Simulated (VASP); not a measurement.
An input for Quantum ESPRESSO's pw.x (written as the equivalent of a VASP run, and not itself run):

```
&CONTROL
  calculation = 'vc-relax'
  pseudo_dir = './pseudo'
  outdir = './out'
  tprnfor = .true.
  tstress = .true.
  nstep = 60
  forc_conv_thr = 0.00039
/
&SYSTEM
  ibrav = 0
  nat = 2
  ntyp = 2
  ecutwfc = 82
  occupations = 'smearing'
  smearing = 'methfessel-paxton'
  degauss = 0.00735
  input_dft = 'vdw-df-cx'
/
&ELECTRONS
  conv_thr = 7.3e-08
  electron_maxstep = 100
/
&IONS
/
&CELL
/
ATOMIC_SPECIES
  Zr 91.224 Zr.upf
  C 12.011 C.upf
CELL_PARAMETERS angstrom
     0.0000000    2.3500000    2.3500000
     2.3500000    0.0000000    2.3500000
     2.3500000    2.3500000    0.0000000
ATOMIC_POSITIONS crystal
  Zr   0.0000000  0.0000000  0.0000000
  C    0.5000000  0.5000000  0.5000000
K_POINTS automatic
  12 12 12 0 0 0
```

Q: Translate this input to VASP (INCAR, KPOINTS, POSCAR, choice of POTCAR).

A: This is not unique; one that fits is 
**POSCAR**
```
ZrC
1
    0.0000000000     2.3500000000     2.3500000000
    2.3500000000     0.0000000000     2.3500000000
    2.3500000000     2.3500000000     0.0000000000
Zr C
1 1
Direct
  0.0000000000   0.0000000000   0.0000000000
  0.5000000000   0.5000000000   0.5000000000
```

### KPOINTS
```
Automatic mesh
0
Gamma
  12 12 12
0 0 0
```

**INCAR**
```
! general
SYSTEM   = ZrC
PREC     = Accurate
ENCUT    = 520
LREAL    = .FALSE.
LASPH    = .TRUE.

! electronic loop
EDIFF    = 1E-6
NELM     = 100
ALGO     = Normal
LMAXMIX  = 4

! smearing
ISMEAR   = 1
SIGMA    = 0.1

! functional
GGA      = CX
LUSE_VDW = .TRUE.
AGGAC    = 0.0

! ions
IBRION   = 2
NSW      = 60
ISIF     = 3
EDIFFG   = -0.01

! output
LWAVE    = .FALSE.
LCHARG   = .FALSE.
```

POTCAR, in this order: Zr_sv C (PBE.64 set). Program: vasp_std.

Limits of the translation: the potentials are each code's own (VASP's PAW set, PseudoDojo norm-conserving files in pw.x), so ENCUT and ecutwfc are chosen apart and not converted; conv_thr bounds pw.x's estimated SCF error, while EDIFF bounds the energy change between steps; forc_conv_thr acts on force components and is met together with etot_conv_thr.

The compound is ZrC in the rock salt structure. This run relaxes it. Symmetry was kept, so distortions that lower it aren't found.
